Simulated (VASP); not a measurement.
Here is a VASP 6.6.1 calculation.

The input INCAR:

```
PREC = Accurate ; ENCUT = 520
EDIFF = 1E-6 ; ISMEAR = -1
SIGMA = 0.05 ; LREAL = F
LASPH = T ; NELM = 60
ALGO = Fast ; ISIF = 2
LWAVE = F ; LCHARG = F
GGA = RE ; NBANDS = 30
```

The input KPOINTS:

```
Automatic mesh
0
Gamma
  4 3 2
```

POSCAR

```
Sb5P3
1.0
    0.0000000000      3.4326180000      0.0000000000
    0.0000000000      0.0000000000      5.7802740000
    8.4544530000      1.7163090000     -2.8901370000
Sb P
5 3
Direct
    0.1028613780      0.9742936446      0.7925275591
    0.9028884132      0.1839766116      0.2059366821
    0.4993131550      0.5302837439      0.0044407367
    0.7704887244      0.9424034470      0.4494828938
    0.2297656264      0.4897556760      0.5486252038
    0.6741996458      0.7706308469      0.6434693055
    0.3192891485      0.1168925020      0.3502628733
   -0.0143917825      0.2839964308      0.0022854228
```

Potentials or basis: VASP PAW PBE potentials, release 64 (Sb, P).

The run is started by

```console
$ cat potpaw_PBE.64/Sb/POTCAR potpaw_PBE.64/P/POTCAR > POTCAR
$ mpirun -np 1 vasp_std > vasp.out
```

Problem. Estimate the largest force.

Solution. 7.923 eV/Å.

Problem. What does it give for the band gap on the k mesh?

Solution. None (metal or under the smearing width).

Problem. What does it give for the pressure?

Solution. 58.6 GPa.

Stress tensor (GPa, compression positive):
```
60.12  0.01 -2.83
 0.01 62.31 -2.21
-2.83 -2.21 53.43
```

Caveat: the k mesh is coarse (spacing up to 0.47 Å⁻¹), so the values aren't converged; a pressure of tens of GPa on the cell as given is suspect, and the run, the potentials or the cell itself is likely at fault; the PAW data sets were made with another functional, which shifts forces and pressure a little. Spin-orbit coupling is left out, which matters for the levels of Sb.
